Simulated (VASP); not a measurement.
Shape and ions are relaxed at each volume.

Here is the system:

```
Sc
1.0
    1.66107    -2.87706     0.00000
    1.66107     2.87706     0.00000
    0.00000     0.00000     5.16084
Sc
2
Direct
  0.33333   0.66667   0.25000
  0.66667   0.33333   0.75000
```

All values below come from PBE GGA, VASP's PBE PAW potentials (set 64) (plane waves; VASP 6.6.1). Settings: 520 eV cut-off, 13×13×7 Γ-centred mesh, first-order Methfessel-Paxton smearing of 0.10 eV, potentials Sc_sv.

Q: Give the energy at these volumes per atom, relative to the lowest: 23.14, 23.88, 24.62, 25.36, 26.10 Å³.

A: 17.5, 4.4, 0.0, 3.1, 12.9 meV/atom. A third-order Birch-Murnaghan fit gives B0 = 54.4 GPa and B0′ = 3.6.

The compound is Sc in the hcp structure. It was relaxed first.
